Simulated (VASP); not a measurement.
# InP: GW quasiparticle gap, part 5 of 7

How does the gap of InP change from the starting functional to GW? The cell is of the zinc-blende type, one of the forms listed for this formula. The start is a cell from a database of measured crystal structures.

VASP 6.6.1, plane waves and PAW; the level of theory is named at each step.

So far, quasiparticle gap on the mesh (eV): step 4 (evGW0) 1.27. Also gap on the k-mesh (eV): step 3 (empty bands, functional LDA) 0.500.

The database entry behind the starting cell differs from later determinations by our own check (0.1 to 0.3 % short, probably kX units), so it need not match the best structure at ambient conditions.

## (5) evGW (continued)

Level of this step: evGW on LDA; plane waves and PAW (In_d_GW, P_GW) (VASP).

Parts of OUTCAR (step 5):

```text
   NELECT =      18.0000    total number of electrons

 E-fermi :   3.9853

 QP shifts <psi_nk| G(iteration)W_0 |psi_nk>: iteration 2
 k-point   1 :       0.0000    0.0000    0.0000
  band No. old QP-enery  QP-energies   sigma(KS)   T+V_ion+V_H  V^pw_x(r,r')   Z            occupation Imag(sigma)
    ...
      6      -8.1928      -8.5377     -12.3875       3.6623     -18.2388       0.6477       2.0000       0.3478
      7       3.2476       3.1267     -13.0405      16.1277     -13.7491       0.7536       2.0000      -0.3259
      8       3.2476       3.1267     -13.0405      16.1277     -13.7491       0.7536       2.0000      -0.3259
      9       3.2476       3.1267     -13.0405      16.1277     -13.7491       0.7536       2.0000      -0.3259
     10       4.4072       4.4357     -11.1384      15.5823      -7.3334       0.7750       0.0000      -0.3803
     11       7.9206       7.9940     -10.0421      18.0580      -5.5950       0.7697       0.0000      -0.3640
     12       7.9206       7.9940     -10.0421      18.0580      -5.5950       0.7697       0.0000      -0.3640
     13       7.9206       7.9940     -10.0421      18.0580      -5.5950       0.7697       0.0000      -0.3640
    ...

 k-point   2 :       0.1667    0.0000    0.0000
  band No. old QP-enery  QP-energies   sigma(KS)   T+V_ion+V_H  V^pw_x(r,r')   Z            occupation Imag(sigma)
    ...
      6      -7.9231      -8.2547     -12.5405       4.1119     -18.2694       0.6559       2.0000       0.3030
      7       1.0066       0.8525     -12.4275      13.2272     -13.5940       0.7446       2.0000      -0.3366
      8       2.9275       2.8012     -12.8582      15.6183     -13.6610       0.7542       2.0000      -0.3200
      9       2.9275       2.8012     -12.8582      15.6183     -13.6610       0.7542       2.0000      -0.3200
     10       5.5319       5.5691     -10.9540      16.5342      -7.0304       0.7705       0.0000      -0.3643
     11       8.2738       8.3487     -10.2932      18.6657      -5.7390       0.7582       0.0000      -0.3446
     12       8.3703       8.4505     -10.1681      18.6436      -5.5790       0.7625       0.0000      -0.3667
     13       8.3703       8.4505     -10.1681      18.6436      -5.5790       0.7625       0.0000      -0.3667
    ...

 QP shifts <psi_nk| G(iteration)W_0 |psi_nk>: iteration 3
 k-point   1 :       0.0000    0.0000    0.0000
  band No. old QP-enery  QP-energies   sigma(KS)   T+V_ion+V_H  V^pw_x(r,r')   Z            occupation Imag(sigma)
    ...
      6      -8.5377      -8.6822     -12.4213       3.6623     -18.2388       0.6532       2.0000       0.3289
      7       3.1267       3.0936     -13.0445      16.1277     -13.7491       0.7602       2.0000      -0.3356
      8       3.1267       3.0936     -13.0445      16.1277     -13.7491       0.7602       2.0000      -0.3356
      9       3.1267       3.0936     -13.0445      16.1277     -13.7491       0.7602       2.0000      -0.3356
     10       4.4357       4.4413     -11.1394      15.5823      -7.3334       0.7803       0.0000      -0.3830
     11       7.9940       8.0200     -10.0305      18.0580      -5.5950       0.7758       0.0000      -0.3633
     12       7.9940       8.0200     -10.0305      18.0580      -5.5950       0.7758       0.0000      -0.3633
     13       7.9940       8.0200     -10.0305      18.0580      -5.5950       0.7758       0.0000      -0.3633
    ...

 QP shifts <psi_nk| G(iteration)W_0 |psi_nk>: iteration 4
 k-point   1 :       0.0000    0.0000    0.0000
  band No. old QP-enery  QP-energies   sigma(KS)   T+V_ion+V_H  V^pw_x(r,r')   Z            occupation Imag(sigma)
    ...
      6      -8.6822      -8.7374     -12.4287       3.6623     -18.2388       0.6547       2.0000       0.3258
      7       3.0936       3.0838     -13.0469      16.1277     -13.7491       0.7622       2.0000      -0.3399
      8       3.0936       3.0838     -13.0469      16.1277     -13.7491       0.7622       2.0000      -0.3399
      9       3.0936       3.0838     -13.0469      16.1277     -13.7491       0.7622       2.0000      -0.3399
     10       4.4413       4.4445     -11.1369      15.5823      -7.3334       0.7830       0.0000      -0.3849
     11       8.0200       8.0301     -10.0250      18.0580      -5.5950       0.7774       0.0000      -0.3643
     12       8.0200       8.0301     -10.0250      18.0580      -5.5950       0.7774       0.0000      -0.3643
     13       8.0200       8.0301     -10.0250      18.0580      -5.5950       0.7774       0.0000      -0.3643
    ...

[... 16 parts as in an earlier step ...]

[... 22 further parts left out ...]
```

Numbers from this step:

- quasiparticle gap on the mesh: 1.361 eV
- smallest direct quasiparticle gap on the mesh: 1.361 eV

QP gap by iteration, by row:

```csv
iteration,gap (eV),direct gap (eV)
1,1.16,1.16
2,1.309,1.309
3,1.348,1.348
4,1.361,1.361
```

GW takes the gap from 0.500 to 1.361 eV. That is +93 meV against evGW0 on LDA. The last pass still moved it by +13 meV. Spin-orbit coupling is left out. The value holds for 280 bands, ENCUTGW = 180 eV and this mesh, and isn't shown to be converged in them.

## (6) QPGW0

This step: QPGW0 on LDA; plane waves and PAW (In_d_GW, P_GW) (VASP 6.6.1).

Here the orbitals are updated too, by diagonalising a Hermitian self-energy in the bands up to NBANDSGW.

INCAR

```
SYSTEM = InP
PREC = Accurate
ENCUT = 300
ISMEAR = 0
SIGMA = 0.01
LREAL = .FALSE.
GGA = CA
NBANDS = 280
ALGO = QPGW0
NELMGW = 4
ENCUTGW = 180
NOMEGA = 48
PRECFOCK = Fast
NBANDSGW = 28
LWAVE = .FALSE.
LCHARG = .FALSE.
```

POSCAR

```
InP
1.0
    0.0000000000      2.9305000000      2.9305000000
    2.9305000000      0.0000000000      2.9305000000
    2.9305000000      2.9305000000      0.0000000000
In P
1 1
Direct
    0.0000000000      0.0000000000      0.0000000000
    0.7500000000      0.7500000000      0.7500000000
```

KPOINTS

```
Automatic mesh
0
Gamma
6 6 6
0 0 0
```

The projector-augmented-wave data sets are In_d_GW and P_GW (LDA family, release 64).

On the command line:

```console
$ mpirun -np 4 vasp_std
```

Log:

```text
[banner, memory and clock lines left out]
running    4 mpi-ranks, on    1 nodes
 distrk:  each k-point on    4 cores,    1 groups
 distr:  one band on    1 cores,    4 groups

 POSCAR found type information on POSCAR InP
 POSCAR found :  2 types and       2 ions
 [... a notice as in an earlier step ...]

 LDA part: xc-table for (Slater(with rela. corr.)+CA(PZ))
 , standard interpolation
 found WAVECAR, reading the header
 POSCAR, INCAR and KPOINTS ok, starting setup
 FFT: planning ... GRIDC
 FFT: planning ... GRID_SOFT
 FFT: planning ... GRID
 reading WAVECAR
 the WAVECAR file was read successfully
 initial charge from wavefunction
 available memory per node:     65.13 GB, setting MAXMEM to     66695

 The Fermi energy was updated, please check that it is located mid-gap
 values below the HOMO (VB) or above the LUMO (CB) will cause erroneous energies
 E-fermi :   3.9853

 calculate exact exchange contribution
 the WAVEDER file was read successfully
energies w=
    0.000    0.000    0.219    0.000    0.438    0.000    0.654    0.000
    0.868    0.000    1.079    0.000    1.286    0.000    1.490    0.000
    1.689    0.000    1.885    0.000    2.078    0.000    2.267    0.000
    2.454    0.000    2.638    0.000    2.821    0.000    3.004    0.000
    3.186    0.000    3.369    0.000    3.553    0.000    3.740    0.000
    3.931    0.000    4.126    0.000    4.327    0.000    4.536    0.000
    4.753    0.000    4.980    0.000    5.222    0.000    5.479    0.000
    5.754    0.000    6.051    0.000    6.375    0.000    6.732    0.000
    7.129    0.000    7.573    0.000    8.079    0.000    8.661    0.000
    9.341    0.000   10.148    0.000   11.123    0.000   12.330    0.000
   13.861    0.000   15.870    0.000   18.622    0.000   22.616    0.000
   28.919    0.000   40.306    0.000   66.934    0.000  199.746    0.000
 responsefunction array rank=     288
 LDA part: xc-table for (Slater(with rela. corr.)+CA(PZ))
 , standard interpolation

 min. memory requirement per mpi rank   1007.3 MB, per node   4029.3 MB

 allocating  12 responsefunctions rank=   288
 shmem allocating  48 responsefunctions rank=   288
 response function shared by NCSHMEM nodes    1
 Doing           12  frequencies on each core in blocks of           48
NQ=   1    0.0000    0.0000    0.0000,
|.........|.........|.........|.........|.........|.........|.........|.........
 performed       1304000 updates of chi_q(r,r)
 total number of BLAS operations        835.83 Gflops
NQ=   2    0.1667    0.0000    0.0000,
|.........|.........|.........|.........|.........|.........|.........|.........
 performed       3674000 updates of chi_q(r,r)
 total number of BLAS operations       2291.08 Gflops
NQ=   3    0.3333    0.0000    0.0000,
|.........|.........|.........|.........|.........|.........|.........|.........
 performed       6044000 updates of chi_q(r,r)
 total number of BLAS operations       3788.67 Gflops
NQ=   4    0.5000    0.0000    0.0000,
|.........|.........|.........|.........|.........|.........|.........|.........
 performed       8038000 updates of chi_q(r,r)
 total number of BLAS operations       4969.12 Gflops
NQ=   5    0.1667    0.1667    0.0000,
|.........|.........|.........|.........|.........|.........|.........|.........
 performed      10408000 updates of chi_q(r,r)
 total number of BLAS operations       6488.10 Gflops
NQ=   6    0.3333    0.1667    0.0000,
|.........|.........|.........|.........|.........|.........|.........|.........
 performed      14127000 updates of chi_q(r,r)
 total number of BLAS operations       8921.86 Gflops
NQ=   7    0.5000    0.1667    0.0000,
|.........|.........|.........|.........|.........|.........|.........|.........
 performed      17846000 updates of chi_q(r,r)
 total number of BLAS operations      11204.85 Gflops
NQ=   8   -0.3333    0.1667    0.0000,
|.........|.........|.........|.........|.........|.........|.........|.........
 performed      21565000 updates of chi_q(r,r)
 total number of BLAS operations      13422.39 Gflops
NQ=   9   -0.1667    0.1667    0.0000,
|.........|.........|.........|.........|.........|.........|.........|.........
 performed      24782000 updates of chi_q(r,r)
 total number of BLAS operations      15426.01 Gflops
NQ=  10    0.3333    0.3333    0.0000,
|.........|.........|.........|.........|.........|.........|.........|.........
 performed      27152000 updates of chi_q(r,r)
 total number of BLAS operations      16849.91 Gflops
NQ=  11    0.5000    0.3333    0.0000,
|.........|.........|.........|.........|.........|.........|.........|.........
 performed      30871000 updates of chi_q(r,r)
 total number of BLAS operations      19051.23 Gflops
NQ=  12   -0.3333    0.3333    0.0000,
|.........|.........|.........|.........|.........|.........|.........|.........
 performed      34088000 updates of chi_q(r,r)
 total number of BLAS operations      20899.97 Gflops
NQ=  13    0.5000    0.5000    0.0000,
|.........|.........|.........|.........|.........|.........|.........|.........
 performed      35862000 updates of chi_q(r,r)
 total number of BLAS operations      22061.43 Gflops
NQ=  14    0.5000    0.3333    0.1667,
|.........|.........|.........|.........|.........|.........|.........|.........
 performed      40051000 updates of chi_q(r,r)
 total number of BLAS operations      24577.76 Gflops
NQ=  15   -0.3333    0.3333    0.1667,
|.........|.........|.........|.........|.........|.........|.........|.........
 performed      43989000 updates of chi_q(r,r)
 total number of BLAS operations      26943.42 Gflops
NQ=  16   -0.3333    0.5000    0.1667,
|.........|.........|.........|.........|.........|.........|.........|.........
 performed      47222000 updates of chi_q(r,r)
 total number of BLAS operations      28773.55 Gflops
 resolving degeneracies of screened two electron integrals

 calculate QP shifts <psi_nk| G(iteration)W_0 |psi_nk>: iteration 1

 QP shifts <psi_nk| G(iteration)W_0 |psi_nk>: iteration 1
 NQ=           1  operations          48
 NQ=           2  operations           6
 NQ=           3  operations           6
 NQ=           4  operations          12
 NQ=           5  operations           8
 NQ=           6  operations           2
 NQ=           7  operations           2
 NQ=           8  operations           2
 NQ=           9  operations           4
 NQ=          10  operations           8
 NQ=          11  operations           2
 NQ=          12  operations           4
 NQ=          13  operations          16
 NQ=          14  operations           2
 NQ=          15  operations           2
 NQ=          16  operations           4
 allocating  12 responsefunctions rank=   288
[...]
NQ=   4    0.5000    0.0000    0.0000,
|.........|.........|.........|.........|.........|.........|.........|.........
 performed       8038000 updates of chi_q(r,r)
 total number of BLAS operations       4969.12 Gflops
NQ=   5    0.1667    0.1667    0.0000,
|.........|.........|.........|.........|.........|.........|.........|.........
 performed      10408000 updates of chi_q(r,r)
 total number of BLAS operations       6488.10 Gflops
NQ=   6    0.3333    0.1667    0.0000,
|.........|.........|.........|.........|.........|.........|.........|.........
 performed      14127000 updates of chi_q(r,r)
 total number of BLAS operations       8921.86 Gflops
NQ=   7    0.5000    0.1667    0.0000,
|.........|.........|.........|.........|.........|.........|.........|.........
 performed      17846000 updates of chi_q(r,r)
 total number of BLAS operations      11204.85 Gflops
NQ=   8   -0.3333    0.1667    0.0000,
|.........|.........|.........|.........|.........|.........|.........|.........
 performed      21565000 updates of chi_q(r,r)
 total number of BLAS operations      13422.39 Gflops
NQ=   9   -0.1667    0.1667    0.0000,
|.........|.........|.........|.........|.........|.........|.........|.........
 performed      24782000 updates of chi_q(r,r)
 total number of BLAS operations      15426.01 Gflops
NQ=  10    0.3333    0.3333    0.0000,
|.........|.........|.........|.........|.........|.........|.........|.........
 performed      27152000 updates of chi_q(r,r)
 total number of BLAS operations      16849.91 Gflops
NQ=  11    0.5000    0.3333    0.0000,
|.........|.........|.........|.........|.........|.........|.........|.........
 performed      30871000 updates of chi_q(r,r)
 total number of BLAS operations      19051.23 Gflops
NQ=  12   -0.3333    0.3333    0.0000,
|.........|.........|.........|.........|.........|.........|.........|.........
 performed      34088000 updates of chi_q(r,r)
 total number of BLAS operations      20899.97 Gflops
NQ=  13    0.5000    0.5000    0.0000,
|.........|.........|.........|.........|.........|.........|.........|.........
 performed      35862000 updates of chi_q(r,r)
 total number of BLAS operations      22061.43 Gflops
NQ=  14    0.5000    0.3333    0.1667,
|.........|.........|.........|.........|.........|.........|.........|.........
 performed      40051000 updates of chi_q(r,r)
 total number of BLAS operations      24577.76 Gflops
NQ=  15   -0.3333    0.3333    0.1667,
|.........|.........|.........|.........|.........|.........|.........|.........
 performed      43989000 updates of chi_q(r,r)
 total number of BLAS operations      26943.42 Gflops
NQ=  16   -0.3333    0.5000    0.1667,
|.........|.........|.........|.........|.........|.........|.........|.........
 performed      47222000 updates of chi_q(r,r)
 total number of BLAS operations      28773.55 Gflops
 resolving degeneracies of screened two electron integrals

 QP shifts <psi_nk| G(iteration)W_0 |psi_nk>: iteration 3
 NQ=           1  operations          48
 NQ=           2  operations           6
 NQ=           3  operations           6
 NQ=           4  operations          12
 NQ=           5  operations           8
 NQ=           6  operations           2
 NQ=           7  operations           2
 NQ=           8  operations           2
 NQ=           9  operations           4
 NQ=          10  operations           8
 NQ=          11  operations           2
 NQ=          12  operations           4
 NQ=          13  operations          16
 NQ=          14  operations           2
 NQ=          15  operations           2
 NQ=          16  operations           4
 allocating  12 responsefunctions rank=   288
 shmem allocating  48 responsefunctions rank=   288
 response function shared by NCSHMEM nodes    1
 Doing           12  frequencies on each core in blocks of           48
NQ=   1    0.0000    0.0000    0.0000,
|.........|.........|.........|.........|.........|.........|.........|.........
 performed       1304000 updates of chi_q(r,r)
 total number of BLAS operations        835.83 Gflops
NQ=   2    0.1667    0.0000    0.0000,
|.........|.........|.........|.........|.........|.........|.........|.........
 performed       3674000 updates of chi_q(r,r)
 total number of BLAS operations       2291.08 Gflops
NQ=   3    0.3333    0.0000    0.0000,
|.........|.........|.........|.........|.........|.........|.........|.........
 performed       6044000 updates of chi_q(r,r)
 total number of BLAS operations       3788.67 Gflops
NQ=   4    0.5000    0.0000    0.0000,
|.........|.........|.........|.........|.........|.........|.........|.........
 performed       8038000 updates of chi_q(r,r)
 total number of BLAS operations       4969.12 Gflops
NQ=   5    0.1667    0.1667    0.0000,
|.........|.........|.........|.........|.........|.........|.........|.........
 performed      10408000 updates of chi_q(r,r)
 total number of BLAS operations       6488.10 Gflops
NQ=   6    0.3333    0.1667    0.0000,
|.........|.........|.........|.........|.........|.........|.........|.........
 performed      14127000 updates of chi_q(r,r)
 total number of BLAS operations       8921.86 Gflops
NQ=   7    0.5000    0.1667    0.0000,
|.........|.........|.........|.........|.........|.........|.........|.........
 performed      17846000 updates of chi_q(r,r)
 total number of BLAS operations      11204.85 Gflops
NQ=   8   -0.3333    0.1667    0.0000,
|.........|.........|.........|.........|.........|.........|.........|.........
 performed      21565000 updates of chi_q(r,r)
 total number of BLAS operations      13422.39 Gflops
NQ=   9   -0.1667    0.1667    0.0000,
|.........|.........|.........|.........|.........|.........|.........|.........
 performed      24782000 updates of chi_q(r,r)
 total number of BLAS operations      15426.01 Gflops
NQ=  10    0.3333    0.3333    0.0000,
|.........|.........|.........|.........|.........|.........|.........|.........
 performed      27152000 updates of chi_q(r,r)
 total number of BLAS operations      16849.91 Gflops
NQ=  11    0.5000    0.3333    0.0000,
|.........|.........|.........|.........|.........|.........|.........|.........
 performed      30871000 updates of chi_q(r,r)
 total number of BLAS operations      19051.23 Gflops
NQ=  12   -0.3333    0.3333    0.0000,
|.........|.........|.........|.........|.........|.........|.........|.........
 performed      34088000 updates of chi_q(r,r)
 total number of BLAS operations      20899.97 Gflops
NQ=  13    0.5000    0.5000    0.0000,
|.........|.........|.........|.........|.........|.........|.........|.........
 performed      35862000 updates of chi_q(r,r)
 total number of BLAS operations      22061.43 Gflops
NQ=  14    0.5000    0.3333    0.1667,
|.........|.........|.........|.........|.........|.........|.........|.........
 performed      40051000 updates of chi_q(r,r)
 total number of BLAS operations      24577.76 Gflops
NQ=  15   -0.3333    0.3333    0.1667,
|.........|.........|.........|.........|.........|.........|.........|.........
 performed      43989000 updates of chi_q(r,r)
 total number of BLAS operations      26943.42 Gflops
NQ=  16   -0.3333    0.5000    0.1667,
|.........|.........|.........|.........|.........|.........|.........|.........
 performed      47222000 updates of chi_q(r,r)
 total number of BLAS operations      28773.55 Gflops
 resolving degeneracies of screened two electron integrals

 QP shifts <psi_nk| G(iteration)W_0 |psi_nk>: iteration 4
 NQ=           1  operations          48
 NQ=           2  operations           6
 NQ=           3  operations           6
 NQ=           4  operations          12
 NQ=           5  operations           8
 NQ=           6  operations           2
 NQ=           7  operations           2
 NQ=           8  operations           2
 NQ=           9  operations           4
 NQ=          10  operations           8
 NQ=          11  operations           2
 NQ=          12  operations           4
 NQ=          13  operations          16
 NQ=          14  operations           2
 NQ=          15  operations           2
 NQ=          16  operations           4
 entering main loop
```

It took 86 min on 4 MPI ranks of AMD EPYC 9R45, shared host; peak memory 3.8 GiB.

(Continued in part 6 of 7.)

[Lines on the potential files, build, host, timing and source positions are cut from VASP's logs without a mark.]

[Logs are printed without paths, hosts, clocks, repeated set-up lines and the standing remarks that a program may print on its own settings, such as how far it seeks lower states.]

[Hosts, paths, dates, database ids (printed as entryN), source tags and the programs' standing remarks are cut or masked in the printed files.]

[Pressures printed for these runs are not shown converged in the cutoff: they can be off by several GPa and have the wrong sign.]
